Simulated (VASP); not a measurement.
Data:

```xyz
3
Lattice="2.1624 -3.7454 0.0000 2.1624 3.7454 0.0000 0.0000 0.0000 6.9972" Properties=species:S:1:pos:R:3 pbc="T T T"
Cd     0.0000     0.0000     0.0000
I      2.1624     1.2485     1.7423
I      2.1624    -1.2485     5.2549
```

Level of theory: PBE GGA, VASP's PBE PAW potentials (set 64) (plane waves; VASP). Settings: 400 eV cut-off, 5×5×3 Γ-centred mesh, Gaussian smearing of 0.050 eV, potentials Cd I.

### Question
Estimate the energy per atom (σ→0).

### Answer

The energy per atom (σ→0) is -1.839 eV/atom.

Total energies compare only between runs with the same potentials, cut-off and functional.

The compound is CdI2 in the 1T layered structure. The cell was not relaxed at this level. The run is one of a series of settings (EDIFF = 1E-8 against the base run), some of them coarse on purpose.
